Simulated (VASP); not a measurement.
An input for Ansatz (written as the equivalent of a VASP run, and not itself run):

Ansatz 0.2 input:
```yaml
crystal:
  lattice:
    - [2.2174960, 0.0000000, 0.0000000]
    - [-1.1087480, 1.9204070, 0.0000000]
    - [0.0000000, 0.0000000, 7.1348070]
  atoms:
    - { symbol: Be, position: [0.0000000, 0.0000000, 0.0000000] }
    - { symbol: Be, position: [0.0000000, 0.0000000, 0.5000000] }
    - { symbol: Be, position: [0.3333330, 0.6666670, 0.2500000] }
    - { symbol: Be, position: [0.6666670, 0.3333330, 0.7500000] }
kpoints:
  mp_grid: { grid: [22, 22, 6] }
hamiltonian:
  xc: pbe
  pseudopotentials: { kind: paw }
scf:
  occupations: { method: gaussian, width: 0.2 }
  max_iter: 100
output: { forces: true, stress: true, eigenvalues: true }
```

**Question.** Write the VASP files for the same calculation (PBE).

**Answer.** Several could match; the one computed here: 
KPOINTS:
```
Automatic mesh
0
Gamma
22 22 6
0 0 0
```

File POSCAR:
```
Be
7.1348070
  0.3107997175   0.0000000000   0.0000000000
 -0.1553998587   0.2691603291   0.0000000000
  0.0000000000   0.0000000000   1.0000000000
Be
4
direct
  0.0000000000   0.0000000000   0.0000000000
  0.0000000000   0.0000000000   0.5000000000
  0.3333330000   0.6666670000   0.2500000000
  0.6666670000   0.3333330000   0.7500000000
```

INCAR:
```
ALGO = Normal
EDIFF = 1E-6
ENCUT = 300
GGA = PE
ISIF = 2
ISMEAR = 0
LASPH = .True.
LCHARG = .False.
LREAL = .False.
LWAVE = .False.
NELM = 100
PREC = Accurate
SIGMA = 0.2
SYSTEM = Be
```

POTCAR, in this order: Be (PBE.64 set). Program: vasp_std.

The two are equivalent in intent, not identical: each code has its own PAW files, so the cut-off isn't converted (ENCUT is set for VASP's; basis.ecutwfc is left out, and Ansatz then takes the one that its files recommend); Ansatz stops its SCF on the density residual and VASP on the energy change (EDIFF).

The structure was generated: Be was put into an ordered model structure, which need not be its known phase. The cell was not relaxed at this level, and its volume differs by -5.9 % from the start's.
